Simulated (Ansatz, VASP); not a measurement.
# AlGa31O48 (partly crystallised Ga2O3): VASP beside Ansatz, part 2 of 4

Aim: how closely do two programs agree when they are given the same cell, functional and k mesh? Of the first pair: The structure shown is the start of the Ansatz relaxation below; VASP solves that cell, so the two are compared at the walk's first step.

VASP 6.6.1 and Ansatz 0.2.0.

So far: Set-up; Ansatz: relaxation, PBE.

### Step 3. VASP: single point, PBE, start cell, pair 1

Level of this step: PBE, zero-moment start; plane waves and PAW (Ga_d, Al, O) (VASP).

The same cell, functional, mesh and smearing now go to VASP, with its own data sets.

Lines of VASP's logs that name or quote its potential files are left out, and so is its time.

File INCAR:

```
SYSTEM = AlGa31O48
PREC = Accurate
ENCUT = 520
EDIFF = 1E-06
NELM = 200
ISMEAR = -1
SIGMA = 0.025
LREAL = Auto
ALGO = Normal
GGA = PE
NBANDS = 408
ISPIN = 2
MAGMOM = 0 0 0 0 -0 -0 0 0 0 0 -0 0 -0 0 0 -0 0 0 0 -0 0 -0 -0 -0 -0 0 0 -0 0 0 -0 -0 -0 0 0 0 0 -0 0 -0 -0 0 0 -0 -0 0 0 -0 -0 -0 -0 -0 -0 -0 -0 0 0 -0 -0 -0 -0 0 0 -0 0 0 0 0 -0 -0 -0 -0 -0 0 0 -0 -0 0 0 0
LORBIT = 11
LWAVE = .FALSE.
LCHARG = .FALSE.
ISIF = 2
LASPH = .TRUE.
GGA_COMPAT = .FALSE.
NCORE = 2
```

File POSCAR:

```
AlGa31O48
1.0
    9.3322300000      0.0000000000      0.0000000000
    0.0000000000      9.3322300000      0.0000000000
    0.0000000000      0.0000000000      9.3322300000
Ga Al O
31 1 48
Direct
    0.7844748790      0.8996670678      0.3287531490
    0.6217913618      0.6130581865      0.2843371841
    0.7907649083      0.8073311524      0.0106834058
    0.7869930338      0.1082913730      0.8156357055
    0.2773720751      0.1377055645      0.5572944516
    0.2806510341      0.1048623962      0.0782556795
    0.4268433161      0.8032163802      0.0168984262
    0.0911464891      0.9025602669      0.8352665976
    0.9430436241      0.6186945671      0.3028750899
    0.0743873651      0.6226914682      0.0273353743
    0.2732465874      0.6013139410      0.8032485269
    0.6143119062      0.6145905105      0.8188825179
    0.6108722138      0.1297974868      0.5443286331
    0.2995746997      0.8450391814      0.6077325570
    0.4415343385      0.3389650705      0.3091865503
    0.4525177798      0.9000313966      0.3207914936
    0.6183516694      0.1110452700      0.0878782456
    0.1202499295      0.8975989662      0.3196556450
    0.9532984078      0.1097165415      0.0884247388
    0.4514033623      0.1176139036      0.8159786032
    0.1267114077      0.3492198542      0.2781650259
    0.6142261817      0.8325234162      0.6177944607
    0.4592257156      0.4372588331      0.5884231314
    0.2879161787      0.6200125801      0.3001640551
    0.1080663464      0.4194388694      0.5651168049
    0.9592348238      0.1113774521      0.5568872606
    0.1162315974      0.2805438786      0.8765321901
    0.9385323765      0.7235998256      0.6261847383
    0.7953404492      0.3973005380      0.0485628837
    0.4385875616      0.3893067359      0.0253744282
    0.7909149260      0.3170731969      0.3550919769
    0.8023162738      0.4219355931      0.7102161005
    0.4438274667      0.5257585807      0.8845259922
    0.6051929710      0.2788829680      0.4133095734
    0.1298832112      0.7599255483      0.6924711457
    0.2842193131      0.9691788565      0.2214690379
    0.6156942124      0.2197974118      0.9132436727
    0.9386502476      0.9947997424      0.7258179449
    0.9550343273      0.5220295685      0.6385290547
    0.2756897333      0.2814761316      0.4127202180
    0.4429702226      0.9997288965      0.9863451715
    0.9755653258      0.2789901235      0.4207890290
    0.2515690248      0.7499493690      0.9406647714
    0.9176049026      0.2548051216      0.9217732525
    0.7633438096      0.7464775300      0.7122949177
    0.1149243000      0.2470792083      0.6702685210
    0.1157065353      0.5195649914      0.3886638028
    0.6293458262      0.5029666007      0.6504447490
    0.3151551130      0.2494902076      0.9184621468
    0.7844105857      0.7290326106      0.1959660231
    0.4500317716      0.7415483759      0.6920425236
    0.7816888354      0.5149465883      0.3745514202
    0.7836712126      0.0448231559      0.4675838465
    0.2821726426      0.7846463278      0.4209711934
    0.1333764813      0.4855752591      0.8948129225
    0.4507818603      0.2178257501      0.1540574975
    0.1256719991      0.0189129501      0.4852752236
    0.1172817215      0.2246944192      0.1349302364
    0.9539734876      0.9706468872      0.2307487064
    0.6088791211      0.4596114755      0.1369126136
    0.2992853798      0.4527535219      0.1761958289
    0.7894361798      0.2305772575      0.1709130615
    0.4586149291      0.5234761681      0.3989614487
    0.9437187039      0.7787206273      0.4340548829
    0.4444918310      0.0118942632      0.4882648627
    0.2789794079      0.5042953292      0.6317246789
    0.7751202017      0.5084958258      0.8881692800
    0.1176246192      0.7116948468      0.2051492516
    0.6091791565      0.7625722898      0.9489586090
    0.9596848770      0.4863146322      0.1395486395
    0.7889325488      0.0069329624      0.9945532847
    0.2883233697      0.0085724420      0.7260536871
    0.4495174251      0.7220353549      0.2006272884
    0.6166264655      0.0137587693      0.7172347874
    0.1140884869      0.0478449417      0.9614529432
    0.9653748354      0.7624222721      0.9333781958
    0.6178051763      0.9753617303      0.2283484226
    0.4478886611      0.2413571033      0.6444976174
    0.6212662997      0.7867144295      0.4232750372
    0.7912149615      0.2362029226      0.6519556419
```

File KPOINTS:

```
Automatic mesh
0
Gamma
1 1 1
0 0 0
```

PAW data sets: Ga_d, Al and O (PBE family, release 64).

Command:

```console
$ mpirun -np 8 vasp_gam
```

Numbers of over 12 decimals in the logs are rounded to 6 here.

Output:

```text
[banner, memory and clock lines left out]
running    8 mpi-ranks, on    1 nodes
[...]
LDA part: xc-table for (Slater+PW92), standard interpolation
 POSCAR, INCAR and KPOINTS ok, starting setup
[...]
entering main loop
       N       E                     dE             d eps       ncg     rms          rms(c)
DAV:   1     0.202935806238E+05    0.20294E+05   -0.24008E+05  1680   0.366E+03
DAV:   2     0.488601381929E+04   -0.15408E+05   -0.14555E+05  1632   0.107E+03
DAV:   3     0.211214211102E+03   -0.46748E+04   -0.44020E+04  2032   0.396E+02
DAV:   4    -0.474126844259E+03   -0.68534E+03   -0.66548E+03  1872   0.158E+02
[...]
DAV:  17    -0.472497322950E+03   -0.17987E-05   -0.17214E-04  2360   0.552E-02    0.167E-02
DAV:  18    -0.472497321542E+03    0.14081E-05   -0.48313E-05  2368   0.421E-02    0.809E-03
DAV:  19    -0.472497320783E+03    0.75954E-06   -0.91154E-06  1880   0.200E-02
   1 F= -.47249732E+03 E0= -.47249732E+03  d E =-.116697E-10  mag=     0.0000
```

Parts of OUTCAR (step 3):

```text
  Total       22.1337501     51.1335656     69.5564254     -3.0351242      0.7870394     -0.9650834
  in kB       43.6324183    100.7999598    137.1170737     -5.9831618      1.5514963     -1.9024758
  external PRESSURE =      93.8498172 kB  Pullay stress =       0.0000000 kB

 POSITION                                       TOTAL-FORCE (eV/Angst)
 -----------------------------------------------------------------------------------
      7.32090      8.39590      3.06800         0.016036      0.009580      0.026435
      5.80270      5.72120      2.65350        -0.024191     -0.000179      0.000820
      7.37960      7.53420      0.09970        -0.005010     -0.064450     -0.025159
      7.34440      1.01060      7.61170        -0.020248     -0.030305     -0.066055
      2.58850      1.28510      5.20080        -0.010937      0.009524     -0.023762
      2.61910      0.97860      0.73030         0.008227     -0.029297      0.035167
      3.98340      7.49580      0.15770         0.005613     -0.006389     -0.011681
      0.85060      8.42290      7.79490         0.019556     -0.003529      0.019404
[...]
2.63330      7.32250      3.92860         0.001564      0.003036      0.029803
      1.24470      4.53150      8.35060        -0.017933     -0.039086      0.007533
      4.20680      2.03280      1.43770         0.005023     -0.013688      0.013342
      1.17280      0.17650      4.52870         0.007289     -0.015734      0.002391
      1.09450      2.09690      1.25920        -0.008647      0.035105     -0.004994
[...]
-----------------------------------------------------------------------------------
    total drift:                               -0.000508     -0.015528      0.003064

  FREE ENERGIE OF THE ION-ELECTRON SYSTEM (eV)
  ---------------------------------------------------
  free  energy   TOTEN  =      -472.4973207828 eV

  energy  without entropy=     -472.4973207828  energy(sigma->0) =     -472.49732078

 magnetization (x)
# of ion       s       p       d       tot
------------------------------------------
    1        0.000   0.000   0.000   0.000
    2        0.000   0.000  -0.000   0.000
    3        0.000  -0.000  -0.000  -0.000
    4        0.000   0.000  -0.000   0.000
    5       -0.000  -0.000  -0.000  -0.000
    6        0.000   0.000   0.000   0.000
    7       -0.000  -0.000   0.000  -0.000
    8        0.000   0.000   0.000   0.000
    9        0.000   0.000   0.000   0.000
   10        0.000   0.000   0.000   0.000
   11        0.000   0.000  -0.000   0.000
   12        0.000   0.000   0.000   0.000
   13       -0.000  -0.000  -0.000  -0.000
[...]
--------------------------------------------------
tot          0.000   0.000   0.000   0.000

[... 3 further parts left out ...]
[key lines of the parts left out:]
E-fermi :   4.9258
```

The run ends at a pressure of 9.38 GPa, with forces up to 1.6 eV/Å.

### Step 4. Side by side

Known differences besides the potentials themselves: the cutoff is 420 eV in Ansatz and 520 eV in VASP (PREC = Accurate, projectors in real space). Total energies have different zeros and are not compared.

Forces on 10 of the 80 atoms, those with the largest forces and the largest differences (eV/Å; atoms numbered as in POSCAR):

```csv
atom,"Ansatz x, y, z","VASP x, y, z"
Ga21,"0.005, 0.025, -0.001","-0.021, -0.007, -0.074"
Ga29,"-0.035, 0.114, -0.022","-0.042, 0.136, -0.053"
Ga30,"0.000, 0.015, 0.024","0.013, 0.044, -0.026"
Al32,"-0.430, 0.698, -0.046","-0.426, 0.721, -0.054"
O37,"0.017, 0.012, -0.018","0.030, 0.073, -0.031"
O39,"-1.189, -0.874, 0.558","-1.215, -0.902, 0.570"
O44,"-0.034, 0.114, -0.141","-0.057, 0.129, -0.156"
O48,"1.232, -0.718, 0.364","1.252, -0.744, 0.339"
O67,"0.222, -0.659, -1.138","0.249, -0.679, -1.144"
O80,"0.105, 1.466, 0.460","0.105, 1.514, 0.439"
```

The forces differ by 18 meV/Å r.m.s., which is 8.6 % of the r.m.s. force of 0.205 eV/Å (both taken over all components). Moments aren't recorded for both runs of this pair, so they may hold unlike magnetic states.

### Step 5. Ansatz: relaxation, PBE

This run makes the geometry at which the two programs are then compared.

The structure compared here is the end of the Ansatz relaxation.

File input.yaml:

```yaml
crystal:
  lattice:
    - [9.33223, 0.0, 0.0]
    - [0.0, 9.33223, 0.0]
    - [0.0, 0.0, 9.33223]
  atoms:
    - { symbol: Ga, position: [0.78448, 0.89967, 0.32875] }
    - { symbol: Ga, position: [0.62179, 0.61306, 0.28434] }
    - { symbol: Ga, position: [0.79076, 0.80733, 0.01068] }
    - { symbol: Ga, position: [0.78699, 0.10829, 0.81564] }
    - { symbol: Ga, position: [0.27737, 0.13771, 0.55729] }
    - { symbol: Ga, position: [0.28065, 0.10486, 0.07826] }
    - { symbol: Ga, position: [0.42684, 0.80322, 0.0169] }
    - { symbol: Ga, position: [0.09115, 0.90256, 0.83527] }
    - { symbol: Ga, position: [0.94304, 0.61869, 0.30287] }
    - { symbol: Ga, position: [0.07439, 0.62269, 0.02734] }
    - { symbol: Ga, position: [0.27325, 0.60131, 0.80325] }
    - { symbol: Ga, position: [0.61431, 0.61459, 0.81888] }
    - { symbol: Ga, position: [0.61087, 0.1298, 0.54433] }
    - { symbol: Ga, position: [0.29957, 0.84504, 0.60773] }
    - { symbol: Ga, position: [0.44153, 0.33897, 0.30919] }
    - { symbol: Ga, position: [0.45252, 0.90003, 0.32079] }
    - { symbol: Ga, position: [0.61835, 0.11105, 0.08788] }
    - { symbol: Ga, position: [0.12025, 0.8976, 0.31966] }
    - { symbol: Al, position: [0.80232, 0.42194, 0.71022], spin: 0.6 }
    - { symbol: Ga, position: [0.9533, 0.10972, 0.08842] }
    - { symbol: Ga, position: [0.4514, 0.11761, 0.81598] }
    - { symbol: Ga, position: [0.12671, 0.34922, 0.27816] }
    - { symbol: Ga, position: [0.61423, 0.83252, 0.61779] }
    - { symbol: Ga, position: [0.45923, 0.43726, 0.58842] }
    - { symbol: Ga, position: [0.28792, 0.62001, 0.30016] }
    - { symbol: Ga, position: [0.10807, 0.41944, 0.56512] }
    - { symbol: Ga, position: [0.95923, 0.11138, 0.55689] }
    - { symbol: Ga, position: [0.11623, 0.28054, 0.87653] }
    - { symbol: Ga, position: [0.93853, 0.7236, 0.62619] }
    - { symbol: Ga, position: [0.79534, 0.3973, 0.04856] }
    - { symbol: Ga, position: [0.43859, 0.38931, 0.02537] }
    - { symbol: Ga, position: [0.79091, 0.31707, 0.35509] }
    - { symbol: O, position: [0.44383, 0.52576, 0.88453] }
    - { symbol: O, position: [0.60519, 0.27888, 0.41331] }
    - { symbol: O, position: [0.12988, 0.75993, 0.69247] }
    - { symbol: O, position: [0.28422, 0.96918, 0.22147] }
    - { symbol: O, position: [0.61569, 0.2198, 0.91324] }
    - { symbol: O, position: [0.93865, 0.9948, 0.72582] }
    - { symbol: O, position: [0.95503, 0.52203, 0.63853], spin: 0.6 }
    - { symbol: O, position: [0.27569, 0.28148, 0.41272] }
    - { symbol: O, position: [0.44297, 0.99973, 0.98635] }
    - { symbol: O, position: [0.97557, 0.27899, 0.42079] }
    - { symbol: O, position: [0.25157, 0.74995, 0.94066] }
    - { symbol: O, position: [0.9176, 0.2548, 0.92177] }
    - { symbol: O, position: [0.76334, 0.74648, 0.7123] }
    - { symbol: O, position: [0.11492, 0.24708, 0.67027] }
    - { symbol: O, position: [0.11571, 0.51956, 0.38866] }
    - { symbol: O, position: [0.62935, 0.50297, 0.65044], spin: 0.6 }
    - { symbol: O, position: [0.31515, 0.24949, 0.91846] }
    - { symbol: O, position: [0.78441, 0.72903, 0.19597] }
    - { symbol: O, position: [0.45003, 0.74155, 0.69204] }
    - { symbol: O, position: [0.78169, 0.51495, 0.37455] }
    - { symbol: O, position: [0.78367, 0.04482, 0.46758] }
    - { symbol: O, position: [0.28217, 0.78465, 0.42097] }
    - { symbol: O, position: [0.13338, 0.48558, 0.89481] }
    - { symbol: O, position: [0.45078, 0.21783, 0.15406] }
    - { symbol: O, position: [0.12567, 0.01891, 0.48527] }
    - { symbol: O, position: [0.11728, 0.22469, 0.13493] }
    - { symbol: O, position: [0.95397, 0.97065, 0.23075] }
    - { symbol: O, position: [0.60888, 0.45961, 0.13691] }
    - { symbol: O, position: [0.29929, 0.45275, 0.1762] }
    - { symbol: O, position: [0.78944, 0.23058, 0.17091] }
    - { symbol: O, position: [0.45862, 0.52348, 0.39896] }
    - { symbol: O, position: [0.94372, 0.77872, 0.43405] }
    - { symbol: O, position: [0.44449, 0.01189, 0.48827] }
    - { symbol: O, position: [0.27898, 0.5043, 0.63173] }
    - { symbol: O, position: [0.77512, 0.5085, 0.88817], spin: 0.6 }
    - { symbol: O, position: [0.11762, 0.71169, 0.20515] }
    - { symbol: O, position: [0.60918, 0.76257, 0.94896] }
    - { symbol: O, position: [0.95969, 0.48632, 0.13955] }
    - { symbol: O, position: [0.78893, 0.00693, 0.99455] }
    - { symbol: O, position: [0.28832, 0.00857, 0.72605] }
    - { symbol: O, position: [0.44952, 0.72204, 0.20063] }
    - { symbol: O, position: [0.61663, 0.01376, 0.71723] }
    - { symbol: O, position: [0.11409, 0.04785, 0.96145] }
    - { symbol: O, position: [0.96538, 0.76242, 0.93338] }
    - { symbol: O, position: [0.61781, 0.97536, 0.22835] }
    - { symbol: O, position: [0.44789, 0.24136, 0.6445] }
    - { symbol: O, position: [0.62127, 0.78671, 0.42327] }
    - { symbol: O, position: [0.79121, 0.2362, 0.65196], spin: 0.6 }
magnetization:
  spin_polarized: true
kpoints:
  mp_grid: { grid: [1, 1, 1] }
hamiltonian:
  xc: pbe
scf:
  occupations: { method: fermi_dirac, width: 0.025 }
  lower_state_search: "off"
output:
  forces: true
  eigenvalues: true
relax:
  f_tol: 0.05
  max_steps: 90
```

Command:

```console
$ ansatz run input.yaml --threads 4 --pin off --max-ram 8192MiB --backend cpu --events-out ev --progress --plain --runs-dir out
```

Output:

```text
[...]
Crystal: 80 atoms, lattice volume = 812.749 Å³
Basis set: ecut = 420 eV, 15895 PW (Γ), exchange–correlation on 128×128×128 points (8 copies of the dense FFT grid, shifted against one another)
Bands: 429, of which v1, the nominal top of the filled ones, is band 347 counted from 1 (346 counted from 0)
Symmetry: 1 space group operations
[...]
k-points: 1
[...]
Starting moments: Σ|m| = 3 μB on 5 of 80 sites
[...]
- { symbol: O, position: [0.605542, 0.279133, 0.412467] }
    - { symbol: O, position: [0.126973, 0.759989, 0.693417] }
    - { symbol: O, position: [0.284892, 0.969823, 0.223138] }
    - { symbol: O, position: [0.614621, 0.219954, 0.914167] }
    - { symbol: O, position: [0.936649, 0.998871, 0.726920] }
    - { symbol: O, position: [0.947959, 0.516856, 0.638418] }
    - { symbol: O, position: [0.275970, 0.281123, 0.412674] }
[...]
- { symbol: O, position: [0.618363, 0.975552, 0.229200] }
    - { symbol: O, position: [0.447629, 0.242514, 0.644965] }
    - { symbol: O, position: [0.621662, 0.787225, 0.424562] }
    - { symbol: O, position: [0.791163, 0.244139, 0.654679] }
```

(Continued in part 3 of 4.)

[Lines on the potential files, build, host, timing and source positions are cut from VASP's logs without a mark.]

[Logs are printed without paths, hosts, clocks, repeated set-up lines and the standing remarks that a program may print on its own settings, such as how far it seeks lower states.]

[Hosts, paths, dates, database ids (printed as entryN), source tags and the programs' standing remarks are cut or masked in the printed files.]
